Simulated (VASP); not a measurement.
Shape and ions are relaxed at each volume.

Here is the system:

```xyz
6
Lattice="4.4795 0.0000 0.0000 0.0000 4.4795 0.0000 0.0000 0.0000 2.9429" Properties=species:S:1:pos:R:3 pbc="T T T"
Cr     0.0000     4.4795     0.0000
Cr     2.2397     2.2397     1.4714
O      1.3610     1.3610     0.0000
O      3.6007     0.8787     1.4714
O      0.8787     3.6007     1.4714
O      3.1185     3.1185     0.0000
```
Starting moments (μB, in the order of the record's atoms Cr Cr O O O O): 2.1 2.1 -0.1 -0.1 -0.1 -0.1.

All values below come from revPBE GGA, VASP's PBE PAW potentials (set 64) (plane waves; VASP). Run with 520 eV cut-off, 7×7×10 Γ-centred mesh, first-order Methfessel-Paxton smearing of 0.10 eV, potentials Cr_pv O.

Task: Give the energy at these volumes per atom, relative to the lowest: 9.23, 9.52, 9.82, 10.11, 10.41 Å³.

Result: 28.6, 7.2, 0.0, 4.6, 19.0 meV/atom. A third-order Birch-Murnaghan fit gives B0 = 210 GPa and B0′ = 5.2.

The compound is CrO2 in the rutile structure. It was relaxed first.
